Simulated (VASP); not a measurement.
Here is the system:

```yaml
crystal:
  lattice:
    - [0.00000, 3.23706, 3.23706]
    - [3.23706, 0.00000, 3.23706]
    - [3.23706, 3.23706, 0.00000]
  atoms:
    - { symbol: Ag, position: [0.00000, 0.00000, 0.00000] }
    - { symbol: I, position: [0.25000, 0.25000, 0.25000] }
```

These are LDA (Ceperley-Alder, Perdew-Zunger), VASP's LDA PAW potentials (set 64) (plane waves; VASP) values and carry that method's errors. Run with 520 eV cut-off, 7×7×7 Γ-centred mesh, Gaussian smearing of 0.050 eV, potentials Ag I.

Unless said otherwise, spin-orbit coupling is left out, though it shifts the bands of the heavy elements here.

Q: Estimate the energy per atom (σ→0), pressure, band gap (on the k-mesh) with the smallest direct gap where there is one.

A: 
The band gap (on the k-mesh) comes out as 1.09 eV and the smallest direct gap (on the k-mesh) is 1.09 eV. The energy per atom (σ→0) is -3.048 eV/atom and the pressure is -2.08 GPa.

Only differences to runs with the same potentials and settings are physical.

The compound is AgI in the zinc blende structure, whereas wurtzite is the usual form. This cell is one point of a volume scan, at 1.06 of the reference volume.
